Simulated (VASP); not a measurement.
Input:

```yaml
crystal:
  lattice:
    - [0.00000, 3.07663, 3.07663]
    - [3.07663, 0.00000, 3.07663]
    - [3.07663, 3.07663, 0.00000]
  atoms:
    - { symbol: Cd, position: [0.00000, 0.00000, 0.00000] }
    - { symbol: Te, position: [0.25000, 0.25000, 0.25000] }
```

Computed with PBEsol GGA, VASP's PBE PAW potentials (set 64) (plane waves; VASP 6.6.1). Settings: 480 eV cut-off, 6×6×6 Γ-centred mesh, Gaussian smearing of 0.050 eV, potentials Cd Te.

Unless said otherwise, spin-orbit coupling is left out, though it shifts the bands of the heavy elements here.

What does the run give for the energy per atom (σ→0), pressure, band gap (on the k-mesh) with the smallest direct gap where there is one?

The band gap (on the k-mesh) is 1.14 eV and the smallest direct gap (on the k-mesh) is 1.14 eV. The energy per atom (σ→0) is -2.603 eV/atom. The pressure is 99.9 kbar.

The absolute energy has meaning only against runs of the same code, potentials and settings.

The compound is CdTe in the zinc blende structure. It was relaxed first under an external pressure of 10 GPa.
